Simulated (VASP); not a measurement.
Data:

```
CELL_PARAMETERS angstrom
      5.50797     0.00000     0.00000
      0.00000     5.50797     0.00000
      0.00000     0.00000     5.50797
ATOMIC_POSITIONS crystal
  Mg 0.50000 0.50000 0.50000
  Zn 0.00000 0.00000 0.50000
  Zn 0.50000 0.00000 0.00000
  Zn 0.00000 0.50000 0.00000
  S  0.75589 0.75589 0.24411
  S  0.75589 0.24411 0.75589
  S  0.24411 0.24411 0.24411
  S  0.24411 0.75589 0.75589
```

Level of theory: modified Becke-Johnson potential (mBJ), VASP's PBE PAW potentials (set 64) (plane waves; VASP 6.6.1). Settings: 400 eV cut-off, 4×4×4 Γ-centred mesh, Gaussian smearing of 0.050 eV, potentials Mg Zn S.

mBJ is a potential without an energy functional, so only the levels count.

Task: Give the energies of bands 23 to 36 at the high-symmetry points, in eV from the valence-band maximum.

Result: 
| band | Γ | X | M | R |
|---|---|---|---|---|
| 23 | -1.72 | -2.15 | -2.73 | -3.68 |
| 24 | -1.72 | -2.03 | -2.19 | -0.76 |
| 25 | -1.72 | -2.02 | -1.71 | -0.76 |
| 26 | -1.64 | -2.02 | -1.71 | -0.76 |
| 27 | -1.64 | -1.62 | -1.71 | -0.67 |
| 28 | -1.64 | -1.07 | -0.70 | -0.67 |
| 29 | 0.00 | -1.07 | -0.70 | -0.48 |
| 30 | 0.00 | -0.72 | -0.63 | -0.48 |
| 31 | 0.00 | -0.72 | -0.60 | -0.48 |
| 32 | 3.85 | 5.74 | 6.14 | 4.82 |
| 33 | 4.79 | 5.82 | 6.14 | 4.82 |
| 34 | 4.79 | 6.23 | 6.46 | 4.82 |
| 35 | 4.79 | 6.33 | 7.00 | 6.21 |
| 36 | 5.42 | 6.67 | 7.61 | 7.87 |

The gap is direct, 3.85 eV, from the valence maximum at Γ to the conduction minimum at Γ.

The structure comes from a computed database's MgZn3S4 entry (P-43m); how it stands against other phases isn't given here. It was relaxed first. The cell's shape comes from a PBE relaxation.
